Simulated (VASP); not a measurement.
All values below come from PBE GGA, VASP's PBE PAW potentials (set 64) (plane waves; VASP).

Input for VASP

### INCAR
```
EDIFFG = -0.01   ! ionic stop
SYSTEM = LiCl
LREAL = .FALSE.   ! projection in real space or not
ALGO = Normal   ! blocked Davidson
SIGMA = 0.05
NELM = 100   ! most electronic steps
IBRION = 2
LASPH = .TRUE.
PREC = Accurate
GGA = PE   ! PBE
NSW = 60
EDIFF = 1E-6   ! SCF stop (eV)
LWAVE = .FALSE.
ISMEAR = 0
ISIF = 3   ! ions, shape and volume
LCHARG = .FALSE.
ENCUT = 530   ! plane-wave cut-off (eV)
```

KPOINTS:
```
Automatic mesh
0
Gamma
8 8 8
0 0 0
```

POSCAR:
```
LiCl
1.0
  0.0000000000   2.5700000000   2.5700000000
  2.5700000000   0.0000000000   2.5700000000
  2.5700000000   2.5700000000   0.0000000000
Li Cl
1 1
Cart
  0.0000000000   0.0000000000   0.0000000000
  2.5700000000   2.5700000000   2.5700000000
```

POTCAR, in this order: Li_sv Cl (PBE.64 set). Program: vasp_std.

Question: What does the run give for the energy per atom (σ→0), volume per atom, band gap (on the k-mesh)?

Answer: 
| Property | Value |
|---|---|
| energy per atom (σ→0) | -3.693 eV/atom |
| band gap (on the k-mesh) | 6.30 eV |
| volume per atom | 17.00 Å^3/atom |

File OSZICAR:
```
...
   1 F= -.73859494E+01 E0= -.73859494E+01  d E =-.738595E+01
       N       E                     dE             d eps       ncg     rms          rms(c)
DAV:   1    -0.738607817239E+01   -0.12821E-03   -0.21210E-03   522   0.345E-01    0.680E-02
DAV:   2    -0.738598898311E+01    0.89189E-04   -0.25252E-04   657   0.112E-01    0.239E-02
DAV:   3    -0.738597618637E+01    0.12797E-04   -0.47028E-05   541   0.442E-02    0.149E-02
DAV:   4    -0.738597237882E+01    0.38075E-05   -0.11424E-06   434   0.105E-02    0.267E-03
DAV:   5    -0.738597148069E+01    0.89813E-06   -0.29690E-07   297   0.498E-03
   2 F= -.73859715E+01 E0= -.73859715E+01  d E =-.220876E-04
```

The compound is LiCl in the rock salt structure. This run relaxes it. Symmetry was kept, so distortions that lower it aren't found.
